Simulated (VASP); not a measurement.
A VASP calculation is set up with these files.

KPOINTS:
```
Automatic mesh
0
Gamma
11 11 11
0 0 0
```

**INCAR**
```
# general
SYSTEM  = HfN
PREC    = Accurate
ENCUT   = 520
LREAL   = F
LASPH   = T

# electronic loop
EDIFF   = 1E-6
NELM    = 100
ALGO    = Normal
LMAXMIX = 6

# smearing
ISMEAR  = 1
SIGMA   = 0.1

# functional
GGA     = PE

# ions
IBRION  = 2
NSW     = 60
ISIF    = 3
EDIFFG  = -0.01

# output
LWAVE   = F
LCHARG  = F
```

### POSCAR
```
HfN
1
    0.0000000000     2.6568000000     2.6568000000
    2.6568000000     0.0000000000     2.6568000000
    2.6568000000     2.6568000000     0.0000000000
Hf N
1 1
Direct
  0.0000000000   0.0000000000   0.0000000000
  0.5000000000   0.5000000000   0.5000000000
```

POTCAR, in this order: Hf_pv N (PBE.64 set). Program: vasp_std.

Task: Translate this PBE calculation to Quantum ESPRESSO's pw.x.

Result: One equivalent input (not run):
```
&CONTROL
  calculation = 'vc-relax'
  pseudo_dir = './pseudo'
  outdir = './out'
  tprnfor = .true.
  tstress = .true.
  nstep = 60
  forc_conv_thr = 0.00039
/
&SYSTEM
  ibrav = 0
  nat = 2
  ntyp = 2
  ecutwfc = 84
  occupations = 'smearing'
  smearing = 'methfessel-paxton'
  degauss = 0.00735
  input_dft = 'pbe'
/
&ELECTRONS
  conv_thr = 7.3e-08
  electron_maxstep = 100
/
&IONS
/
&CELL
/
ATOMIC_SPECIES
  Hf 178.490 Hf.upf
  N 14.007 N.upf
CELL_PARAMETERS angstrom
     0.0000000    2.6568000    2.6568000
     2.6568000    0.0000000    2.6568000
     2.6568000    2.6568000    0.0000000
ATOMIC_POSITIONS crystal
  Hf   0.0000000  0.0000000  0.0000000
  N    0.5000000  0.5000000  0.5000000
K_POINTS automatic
  11 11 11 0 0 0
```
Limits of the translation: the potentials are each code's own (VASP's PAW set, PseudoDojo norm-conserving files in pw.x), so ENCUT and ecutwfc are chosen apart and not converted; conv_thr bounds pw.x's estimated SCF error, while EDIFF bounds the energy change between steps; forc_conv_thr acts on force components and is met together with etot_conv_thr.

The structure was generated: HfN was put into the rock salt type (Fm-3m), which need not be its known phase. This run relaxes it. Symmetry was kept, so distortions that lower it aren't found.
